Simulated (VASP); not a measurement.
Energy against volume of GaN (zinc blende). All values below come from r2SCAN+rVV10, VASP's PBE PAW potentials (set 64) (plane waves; VASP 6.6.1). Run with 520 eV cut-off, 10×10×10 Γ-centred mesh, Gaussian smearing of 0.050 eV, potentials Ga_d N.

| V (Å³/atom) | E (eV/atom) |
|---|---|
| 11.023 | -10.69387 |
| 11.364 | -10.70076 |
| 11.705 | -10.69494 |
| 12.046 | -10.67825 |

**Question.** Fit these four points and predict the energy of the run at 10.682 Å³/atom.

**Answer.** A cubic in V^(−2/3), the third-order Birch-Murnaghan form, passes through the four points with V0 = 11.37 Å³/atom and B0 = 198 GPa, and gives -10.6721 eV/atom there. The run gave -10.6721 eV/atom, +0.0 meV/atom from the fit; all five points give B0 = 198 GPa.

The compound is GaN in the zinc blende structure, a metastable form; wurtzite is the usual one. It was relaxed first.
